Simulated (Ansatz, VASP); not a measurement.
One calculation of Si, two programs

```xyz
2
Lattice="0.0000 2.7169 2.7169 2.7169 0.0000 2.7169 2.7169 2.7169 0.0000" Properties=species:S:1:pos:R:3 pbc="T T T"
Si    1.3585    1.3585    1.3585
Si    0.0000    0.0000    0.0000
```

Alike in both runs: functional PBEsol; k mesh 10 × 10 × 10; occupations gaussian, width 0.02 eV; no spin polarisation.

Ansatz relaxed the structure, and its values are those at the end. VASP's run is a single point on that final structure, the one shown.

|  | VASP | Ansatz |
| --- | --- | --- |
| version | VASP 6.6.1 | Ansatz 0.2.0 |
| potentials or method | VASP PAW PBE potentials, release 64 (Si) | scalar-relativistic, plane waves, PAW |
| plane-wave cutoff (eV) | 520 | 420 |
| valence electrons in the cell | 8 | 8 |

VASP gave:

| Item | Value |
| --- | --- |
| gap on the k mesh at the Fermi level (eV) | 0.47 |
| least direct gap on the mesh (eV) | 2.52 |
| pressure (GPa) | 0.1 |

Task: Which values does Ansatz return?

Result: gap on the k mesh at the Fermi level (eV): 0.47; least direct gap on the mesh (eV): 2.52; pressure (GPa): 0.0.

Caveats: the PAW data sets were made with another functional, which shifts forces and pressure a little (VASP).
